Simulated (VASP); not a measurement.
Given:

```xyz
3
Lattice="0.0000 2.5471 2.5471 2.5471 0.0000 2.5471 2.5471 2.5471 0.0000" Properties=species:S:1:pos:R:3 pbc="T T T"
Zr     0.0000     0.0000     0.0000
O      1.2735     1.2735     1.2735
O      3.8206     3.8206     3.8206
```

Computed with optB86b-vdW, VASP's PBE PAW potentials (set 64) (plane waves; VASP). Numerical set-up: 520 eV cut-off, 8×8×8 Γ-centred mesh, Gaussian smearing of 0.050 eV, potentials Zr_sv O.

Problem. Estimate the energy per atom (σ→0), band gap (on the k-mesh) with the smallest direct gap where there is one.

Solution. 
```yaml
band gap (on the k-mesh): 3.34 eV
smallest direct gap (on the k-mesh): 3.77 eV
energy per atom (σ→0): -7.760 eV/atom
```

Only differences to runs with the same potentials and settings are physical.

The compound is ZrO2 in the fluorite structure, the high-temperature cubic form, which is unstable at 0 K; the monoclinic form is the stable one. It was relaxed first.
